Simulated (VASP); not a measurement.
Data:

```xyz
2
Lattice="2.7970 0.0000 0.0000 0.0000 2.7970 0.0000 0.0000 0.0000 2.7970" Properties=species:S:1:pos:R:3 pbc="T T T"
Ru     0.0000     0.0000     0.0000
S      1.3985     1.3985     1.3985
```

All values below come from PBE GGA, VASP's PBE PAW potentials (set 64) (plane waves; VASP 6.6.1). Numerical set-up: 400 eV cut-off, 9×9×9 Γ-centred mesh, Gaussian smearing of 0.050 eV, potentials Ru_pv S.

Task: What does the run give for the energy per atom (σ→0), pressure, band gap (on the k-mesh) with the smallest direct gap where there is one?

Result: 
| Item | Value |
|---|---|
| band gap (on the k-mesh) | none (metal, semimetal or under 0.01 eV) |
| energy per atom (σ→0) | -6.063 eV/atom |
| pressure | 619.8 kbar |

Total energies compare only between runs with the same potentials, cut-off and functional.

The structure was generated: RuS was put into the CsCl type (Pm-3m), which need not be its known phase. The cell was not relaxed at this level.
